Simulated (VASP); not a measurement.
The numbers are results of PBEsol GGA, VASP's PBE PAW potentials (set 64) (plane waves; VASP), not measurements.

Input for VASP

**KPOINTS**
```
Automatic
0
G
3 3 3
0 0 0
```

POSCAR:
```
Bi4Te3
1
    2.2255000000     1.2848930000    13.9626670000
   -2.2255000000     1.2848930000    13.9626670000
    0.0000000000    -2.5697860000    13.9626670000
Bi Te
4 3
Direct
  0.7171670000   0.7171670000   0.7171670000
  0.2828330000   0.2828330000   0.2828330000
  0.1460000000   0.1460000000   0.1460000000
  0.8540000000   0.8540000000   0.8540000000
  0.0000000000   0.0000000000   0.0000000000
  0.4260330000   0.4260330000   0.4260330000
  0.5739670000   0.5739670000   0.5739670000
```

### INCAR
```
# general
SYSTEM =Bi4Te3
PREC   =Accurate
ENCUT  =300   # plane-wave cut-off (eV)
LREAL  =.FALSE.
LASPH  =.TRUE.

# electronic loop
EDIFF  =1E-6
NELM   =100
ALGO   =Normal   # blocked Davidson
LMAXMIX=4   # l cut-off of mixed one-centre charges

# smearing
ISMEAR =0
SIGMA  =0.136

# functional
GGA    =PS   # PBEsol

# ions
ISIF   =2   # forces and stress, cell fixed

# output
LWAVE  =.FALSE.
LCHARG =.FALSE.
```

POTCAR, in this order: Bi_d Te (PBE.64 set). Program: vasp_std.

What will the output report for the number of irreducible k-points (NKPTS), largest plane-wave count, number of space-group operations, FFT grid (NGX, NGY, NGZ)?

The number of irreducible k-points (NKPTS) is 6. The largest plane-wave count is 2841 and the number of space-group operations is 12. The FFT grid (NGX, NGY, NGZ) is 80 × 80 × 80.

The structure comes from a measured Bi4Te3 entry of the Crystallography Open Database, whose conditions weren't checked. The cell was not relaxed at this level. The k-mesh is coarse (spacing up to 0.55 per Å, 2π included), so the numbers may not be converged in it.
